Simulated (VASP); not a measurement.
Consider the following.

```xyz
1
Lattice="-1.5750 1.5750 1.5750 1.5750 -1.5750 1.5750 1.5750 1.5750 -1.5750" Properties=species:S:1:pos:R:3 pbc="T T T"
Mo     0.0000     0.0000     0.0000
```

Computed with PBEsol GGA, VASP's PBE PAW potentials (set 64) (plane waves; VASP 6.6.1). Settings: 480 eV cut-off, 15×15×15 Γ-centred mesh, first-order Methfessel-Paxton smearing of 0.10 eV, potentials Mo_sv.

Problem. The ions, cell shape and volume are relaxed. Which structure does the run end with?

Solution. 
```xyz
1
Lattice="-1.5667 1.5667 1.5667 1.5667 -1.5667 1.5667 1.5667 1.5667 -1.5667" Properties=species:S:1:pos:R:3 pbc="T T T"
Mo     0.0000     0.0000     0.0000
```
Space group Im-3m (229), at a tolerance of 0.03 Å.

Problem. How do energy and volume change from the first to the last step?

Solution. The energy (σ→0) changes by -3.5 meV/atom and the volume by -1.6 %, in 3 ionic steps.

The compound is Mo in the bcc structure. This run relaxes it. Symmetry was kept, so distortions that lower it aren't found.
